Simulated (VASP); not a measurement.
Level of theory: SCAN meta-GGA, VASP's PBE PAW potentials (set 64) (plane waves; VASP).

VASP input:

File KPOINTS:
```
Automatic
0
G
14 14 14
0 0 0
```

### POSCAR
```
Pt
1
    0.0000000000     1.9600000000     1.9600000000
    1.9600000000     0.0000000000     1.9600000000
    1.9600000000     1.9600000000     0.0000000000
Pt
1
Direct
  0.0000000000   0.0000000000   0.0000000000
```

**INCAR**
```
ALGO  =  Normal
EDIFF  =  1E-6
EDIFFG  =  -0.01
ENCUT  =  520
IBRION  =  2
ISIF  =  3
ISMEAR  =  1
LASPH  =  T
LCHARG  =  F
LMAXMIX  =  6
LMIXTAU  =  T
LREAL  =  F
LWAVE  =  F
METAGGA  =  SCAN
NELM  =  100
NSW  =  60
PREC  =  Accurate
SIGMA  =  0.1
SYSTEM  =  Pt
```

POTCAR, in this order: Pt (PBE.64 set). Program: vasp_std.

Problem. What will the output report for the number of irreducible k-points (NKPTS), largest plane-wave count, number of space-group operations, FFT grid (NGX, NGY, NGZ)?

Solution. 
```json
{
  "number of irreducible k-points (NKPTS)": "104",
  "largest_plane_wave_count": "420",
  "number_of_space_group_operations": "48",
  "FFT grid (NGX, NGY, NGZ)": "24 × 24 × 24"
}
```

The compound is Pt in the fcc structure. This run relaxes it. Symmetry was kept, so distortions that lower it aren't found.
